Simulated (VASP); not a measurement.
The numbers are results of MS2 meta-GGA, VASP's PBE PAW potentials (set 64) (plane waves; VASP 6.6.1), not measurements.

VASP input:

**KPOINTS**
```
Automatic mesh
0
Gamma
10 10 10
0 0 0
```

### INCAR
```
# general
SYSTEM  = K
PREC    = Accurate
ENCUT   = 520   # plane-wave cut-off (eV)
LREAL   = .FALSE.   # projection in real space or not
LASPH   = .TRUE.   # aspherical one-centre terms

# electronic loop
EDIFF   = 1E-7   # SCF stop (eV)
NELM    = 100   # most electronic steps
ALGO    = Normal   # blocked Davidson
LMIXTAU = .TRUE.

# smearing
ISMEAR  = 1   # Methfessel-Paxton
SIGMA   = 0.1

# functional
METAGGA = MS2

# ions
ISIF    = 2   # forces and stress, cell fixed

# output
LWAVE   = .FALSE.
LCHARG  = .FALSE.
```

### POSCAR
```
K
5.4179020
 -0.5000000099   0.5000000099   0.5000000099
  0.5000000099  -0.5000000099   0.5000000099
  0.5000000099   0.5000000099  -0.5000000099
K
1
Cart
  0.0000000000   0.0000000000   0.0000000000
```

POTCAR, in this order: K_sv (PBE.64 set). Program: vasp_std.

### Question
Estimate the energy per atom (σ→0), band gap (on the k-mesh).

### Answer

energy per atom (σ→0): -6.366 eV/atom
band gap (on the k-mesh): none (metal, semimetal or under 0.01 eV)

**OSZICAR**
```
...
DAV:  45    -0.636609586277E+01    0.11711E-05   -0.12378E-06   752   0.127E-02    0.520E-03
DAV:  46    -0.636609692350E+01   -0.10607E-05   -0.94765E-07   752   0.112E-02    0.348E-03
DAV:  47    -0.636609794648E+01   -0.10230E-05   -0.85322E-07   752   0.124E-02    0.170E-03
DAV:  48    -0.636609852451E+01   -0.57803E-06   -0.42840E-07   752   0.875E-03    0.147E-03
DAV:  49    -0.636609869486E+01   -0.17034E-06   -0.77760E-08   880   0.354E-03    0.136E-03
DAV:  50    -0.636609889760E+01   -0.20275E-06   -0.15282E-07   760   0.411E-03    0.149E-03
DAV:  51    -0.636609890089E+01   -0.32898E-08   -0.55540E-08   768   0.262E-03
   1 F= -.63660989E+01 E0= -.63657429E+01  d E =-.106791E-02
```

The compound is K in the bcc structure. This cell is one point of a volume scan, at 1.06 of the reference volume.
